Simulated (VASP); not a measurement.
Output of a VASP run:

OSZICAR:
```
       N       E                     dE             d eps       ncg     rms          rms(c)
DAV:   1     0.151627099366E+03    0.15163E+03   -0.10444E+04  2352   0.184E+03
DAV:   2    -0.778177430444E+01   -0.15941E+03   -0.15684E+03  2406   0.409E+02
DAV:   3    -0.167044910509E+02   -0.89227E+01   -0.88413E+01  3844   0.106E+02
DAV:   4    -0.169759145017E+02   -0.27142E+00   -0.26989E+00  2866   0.152E+01
DAV:   5    -0.169860130441E+02   -0.10099E-01   -0.10098E-01  3506   0.278E+00    0.117E+01
DAV:   6    -0.147345103087E+02    0.22515E+01   -0.12040E+01  3248   0.511E+01    0.406E+00
DAV:   7    -0.179341459776E+02   -0.31996E+01   -0.26141E+01  3996   0.429E+01    0.262E+01
DAV:   8    -0.145938266453E+02    0.33403E+01   -0.19178E+01  3614   0.383E+01    0.190E+00
DAV:   9    -0.146308017579E+02   -0.36975E-01   -0.22387E-01  2736   0.445E+00    0.187E+00
DAV:  10    -0.146163827868E+02    0.14419E-01   -0.73267E-02  3690   0.323E+00    0.556E-01
DAV:  11    -0.146149158630E+02    0.14669E-02   -0.41203E-03  2996   0.663E-01    0.389E-01
DAV:  12    -0.146141203982E+02    0.79546E-03   -0.22056E-03  3380   0.403E-01    0.159E-01
DAV:  13    -0.146139015680E+02    0.21883E-03   -0.65569E-04  3272   0.214E-01    0.538E-02
DAV:  14    -0.146138859467E+02    0.15621E-04   -0.10372E-04  3686   0.878E-02    0.101E-02
DAV:  15    -0.146138845884E+02    0.13583E-05   -0.14554E-05  3138   0.495E-02    0.139E-03
DAV:  16    -0.146138846564E+02   -0.67986E-07   -0.38575E-07  2720   0.770E-03
   1 F= -.14613885E+02 E0= -.14613261E+02  d E =-.187187E-02
```

**OUTCAR**
```
------------------------ aborting loop because EDIFF is reached ----------------------------------------
  FORCE on cell =-STRESS in cart. coord.  units (eV):
  Direction    XX          YY          ZZ          XY          YZ          ZX
  --------------------------------------------------------------------------------------
  Total       -1.5243990     -1.5243990     -1.5243990     -0.0000000      0.0000000     -0.0000000
  in kB      -85.7895357    -85.7895357    -85.7895357     -0.0000000      0.0000000     -0.0000000
  external PRESSURE =     -85.7895357 kB  Pullay stress =       0.0000000 kB
  volume of cell :       28.47
      direct lattice vectors                 reciprocal lattice vectors
     3.053455783  0.000000000  0.000000000     0.327497783  0.000000000  0.000000000
     0.000000000  3.053455783  0.000000000     0.000000000  0.327497783  0.000000000
     0.000000000  0.000000000  3.053455783     0.000000000  0.000000000  0.327497783
 POSITION                                       TOTAL-FORCE (eV/Angst)
 -----------------------------------------------------------------------------------
      0.00000      0.00000      0.00000         0.000000      0.000000      0.000000
      1.52673      1.52673      1.52673         0.000000      0.000000      0.000000
 -----------------------------------------------------------------------------------
    total drift:                                0.000000      0.000000     -0.000000
  FREE ENERGIE OF THE ION-ELECTRON SYSTEM (eV)
  ---------------------------------------------------
  free  energy   TOTEN  =       -14.6138846564 eV

  energy  without entropy=      -14.6120127910  energy(sigma->0) =      -14.61326070
```
(Selected blocks of OUTCAR.)

POSCAR:
```
TiCo
1
    3.0534557828     0.0000000000     0.0000000000
    0.0000000000     3.0534557828     0.0000000000
    0.0000000000     0.0000000000     3.0534557828
Ti Co
1 1
Direct
  0.0000000000   0.0000000000   0.0000000000
  0.5000000000   0.5000000000   0.5000000000
```

Reconstruct the remaining input files.

This is not unique; one that fits is the input of the run itself, RPBE GGA, plane waves, VASP's PBE PAW potentials (set 64).

File KPOINTS:
```
K-points
0
gamma
 12 12 12
```

**INCAR**
```
PREC=Accurate
GGA=RP   # RPBE
SYSTEM=TiCo
NELM=100   # most electronic steps
ISMEAR=1   # Methfessel-Paxton
EDIFF=1E-7   # SCF stop (eV)
LCHARG=.False.
LASPH=.True.   # aspherical one-centre terms
ISIF=2   # forces and stress, cell fixed
LREAL=.False.   # projection in real space or not
LWAVE=.False.
LMAXMIX=4   # l cut-off of mixed one-centre charges
SIGMA=0.1
ALGO=Normal
ENCUT=520   # plane-wave cut-off (eV)
```

POTCAR, in this order: Ti_sv Co (PBE.64 set). Program: vasp_std.

The compound is TiCo in the CsCl type structure. This cell is one point of a volume scan, at 1.06 of the reference volume. The run is not spin-polarised, so no magnetic state was tried. The electron count is odd and the run is not spin-polarised, which forces a metal.
